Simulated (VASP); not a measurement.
Data:

```
CELL_PARAMETERS angstrom
      0.00000     2.86603     2.86603
      2.86603     0.00000     2.86603
      2.86603     2.86603     0.00000
ATOMIC_POSITIONS crystal
  Al 0.00000 0.00000 0.00000
  As 0.25000 0.25000 0.25000
```

Level of theory: PBE GGA, VASP's PBE PAW potentials (set 64) (plane waves; VASP 6.6.1). Settings: 400 eV cut-off, Gaussian smearing of 0.050 eV, potentials Al As.

Question: Give the energies of bands 2 to 7 at the high-symmetry points, in eV from the valence-band maximum.

Answer: 
| band | Γ | X | U | L | W |
|---|---|---|---|---|---|
| 2 | 0.00 | -5.30 | -5.07 | -5.41 | -4.99 |
| 3 | 0.00 | -2.09 | -3.27 | -0.80 | -3.04 |
| 4 | 0.00 | -2.09 | -1.73 | -0.80 | -2.70 |
| 5 | 1.77 | 1.50 | 2.25 | 2.00 | 4.31 |
| 6 | 4.22 | 2.29 | 4.89 | 4.65 | 5.45 |
| 7 | 4.22 | 10.04 | 8.00 | 4.65 | 5.57 |

The gap is indirect, 1.50 eV, from the valence maximum at Γ to the conduction minimum at X.

Measured: gap 2.28 eV (computed value off by -0.78 eV), as given by Wei Chen et al., Physical Review Materials (2018), doi:10.1103/physrevmaterials.2.073803 [zero-point renormalisation of 0.04 eV added back (the table's ZPR column)].

The compound is AlAs in the zinc blende structure. It was relaxed first.
